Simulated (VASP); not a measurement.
Method: PBE GGA with D3 dispersion (Becke-Johnson damping), VASP's PBE PAW potentials (set 64) (plane waves; VASP).

The input files of a VASP run:

**POSCAR**
```
MoTe2
1
    3.4934971899     0.0000000000     0.0000000000
   -1.7467485949     3.0254569029     0.0000000000
    0.0000000000     0.0000000000    13.6675932362
Te Mo
4 2
Direct
  0.6666670000   0.3333330000   0.3790000000
  0.3333330000   0.6666670000   0.8790000000
  0.3333330000   0.6666670000   0.6210000000
  0.6666670000   0.3333330000   0.1210000000
  0.6666670000   0.3333330000   0.7500000000
  0.3333330000   0.6666670000   0.2500000000
```

### INCAR
```
! general
SYSTEM   =  MoTe2
PREC     =  Normal
ENCUT    =  400
LREAL    =  .FALSE.
LASPH    =  .TRUE.

! electronic loop
EDIFF    =  1E-5
NELM     =  100
NELMIN   =  4
ALGO     =  Fast
LMAXMIX  =  4

! smearing
ISMEAR   =  0
SIGMA    =  0.05

! functional
GGA      =  PE
IVDW     =  12

! ions
IBRION   =  2
NSW      =  20
ISIF     =  2
EDIFFG   =  -0.03

! output
LWAVE    =  .FALSE.
LCHARG   =  .FALSE.
```

**KPOINTS**
```
kpoints
0
gamma
10 10 3
0 0 0
```

POTCAR, in this order: Te Mo_sv (PBE.64 set). Program: vasp_std.

The run wrote:

OSZICAR:
```
       N       E                     dE             d eps       ncg     rms          rms(c)
DAV:   1     0.349019665252E+03    0.34902E+03   -0.24384E+04  2112   0.123E+03
DAV:   2    -0.162989124038E+02   -0.36532E+03   -0.35834E+03  2195   0.319E+02
DAV:   3    -0.364127552437E+02   -0.20114E+02   -0.19912E+02  2168   0.628E+01
DAV:   4    -0.369452346936E+02   -0.53248E+00   -0.53102E+00  2160   0.102E+01
DAV:   5    -0.369606444651E+02   -0.15410E-01   -0.15406E-01  2293   0.177E+00    0.236E+01
RMM:   6    -0.360714727097E+02    0.88917E+00   -0.52503E+00  1779   0.114E+01    0.945E+00
RMM:   7    -0.358446437203E+02    0.22683E+00   -0.13621E+00  1741   0.429E+00    0.480E+00
RMM:   8    -0.357902884617E+02    0.54355E-01   -0.46305E-01  1749   0.359E+00    0.845E-01
RMM:   9    -0.357958721769E+02   -0.55837E-02   -0.10080E-01  1898   0.121E+00    0.499E-01
RMM:  10    -0.357943114433E+02    0.15607E-02   -0.22821E-02  1778   0.738E-01    0.193E-01
RMM:  11    -0.357939691981E+02    0.34225E-03   -0.57616E-03  1832   0.355E-01    0.615E-02
RMM:  12    -0.357940167564E+02   -0.47558E-04   -0.11592E-03  1974   0.145E-01    0.333E-02
RMM:  13    -0.357940330656E+02   -0.16309E-04   -0.36765E-04  1816   0.658E-02    0.110E-02
RMM:  14    -0.357940405300E+02   -0.74644E-05   -0.65582E-05  1337   0.338E-02
   1 F= -.39132972E+02 E0= -.39132972E+02  d E =-.391330E+02
       N       E                     dE             d eps       ncg     rms          rms(c)
DAV:   1    -0.358745380240E+02   -0.80505E-01   -0.36985E+00  1806   0.698E+00    0.181E+00
RMM:   2    -0.358830177033E+02   -0.84797E-02   -0.13280E-01  1736   0.151E+00    0.736E-01
RMM:   3    -0.358844777085E+02   -0.14600E-02   -0.18209E-02  1844   0.572E-01    0.519E-01
RMM:   4    -0.358847676379E+02   -0.28993E-03   -0.38786E-03  1871   0.274E-01    0.103E-01
RMM:   5    -0.358847623091E+02    0.53288E-05   -0.18035E-03  1881   0.199E-01    0.673E-02
RMM:   6    -0.358847500155E+02    0.12294E-04   -0.28560E-04  1674   0.808E-02    0.493E-02
RMM:   7    -0.358847514794E+02   -0.14639E-05   -0.77899E-05  1457   0.319E-02
   2 F= -.39222572E+02 E0= -.39222572E+02  d E =-.896002E-01
       N       E                     dE             d eps       ncg     rms          rms(c)
DAV:   1    -0.358894196689E+02   -0.46697E-02   -0.37756E-01  2044   0.221E+00    0.584E-01
RMM:   2    -0.358902258218E+02   -0.80615E-03   -0.13134E-02  1738   0.473E-01    0.229E-01
RMM:   3    -0.358903515538E+02   -0.12573E-03   -0.17054E-03  1689   0.183E-01    0.163E-01
RMM:   4    -0.358903745278E+02   -0.22974E-04   -0.41265E-04  1650   0.903E-02    0.481E-02
RMM:   5    -0.358903647395E+02    0.97883E-05   -0.19348E-04  1797   0.676E-02    0.208E-02
RMM:   6    -0.358903646742E+02    0.65270E-07   -0.25529E-05  1124   0.262E-02
   3 F= -.39227830E+02 E0= -.39227830E+02  d E =-.948578E-01
```

### OUTCAR
```
------------------------ aborting loop because EDIFF is reached ----------------------------------------
 Edisp (eV)   -3.33746
  FORCE on cell =-STRESS in cart. coord.  units (eV):
  Direction    XX          YY          ZZ          XY          YZ          ZX
  --------------------------------------------------------------------------------------
  Total      -0.08055    -0.08055    -0.08896    -0.00000     0.00000     0.00000
  in kB      -0.89335    -0.89335    -0.98668    -0.00000     0.00000     0.00000
  external pressure =       -0.92 kB  Pullay stress =        0.00 kB
  volume of cell :      144.46
      direct lattice vectors                 reciprocal lattice vectors
     3.493497190  0.000000000  0.000000000     0.286246115  0.165264294  0.000000000
    -1.746748595  3.025456903  0.000000000     0.000000000  0.330528589  0.000000000
     0.000000000  0.000000000 13.667593236     0.000000000  0.000000000  0.073165771
 POSITION                                       TOTAL-FORCE (eV/Angst)
 -----------------------------------------------------------------------------------
      1.74675      1.00848      5.23566        -0.000000      0.000000     -0.001770
     -0.00000      2.01697     12.06945        -0.000000     -0.000000     -0.001770
     -0.00000      2.01697      8.43194        -0.000000     -0.000000      0.001770
      1.74675      1.00848      1.59814        -0.000000     -0.000000      0.001770
      1.74675      1.00848     10.25069        -0.000000      0.000000      0.000000
     -0.00000      2.01697      3.41690         0.000000     -0.000000      0.000000
 -----------------------------------------------------------------------------------
    total drift:                               -0.001267      0.001015     -0.000027
  FREE ENERGIE OF THE ION-ELECTRON SYSTEM (eV)
  ---------------------------------------------------
  free  energy   TOTEN  =       -39.2278296738 eV

  energy  without entropy=      -39.2278296738  energy(sigma->0) =      -39.22782967

 reached required accuracy - stopping structural energy minimisation
```
(Selected blocks of OUTCAR.)

**CONTCAR**
```
MoTe2
   1.00000000000000
     3.4934971898999998    0.0000000000000000    0.0000000000000000
    -1.7467485948999999    3.0254569028999998    0.0000000000000000
     0.0000000000000000    0.0000000000000000   13.6675932362000001
  Te              Mo
     4     2
Direct
     0.6666669999999968    0.3333330000000032    0.3830707725860162
     0.3333330000000032    0.6666669999999968    0.8830707725860162
     0.3333330000000032    0.6666669999999968    0.6169292274139838
     0.6666669999999968    0.3333330000000032    0.1169292274139838
     0.6666669999999968    0.3333330000000032    0.7500000000000000
     0.3333330000000032    0.6666669999999968    0.2500000000000000
```

The compound is MoTe2 in the 2H layered structure. This run relaxes the ions in a fixed cell. Symmetry was kept, so distortions that lower it aren't found.
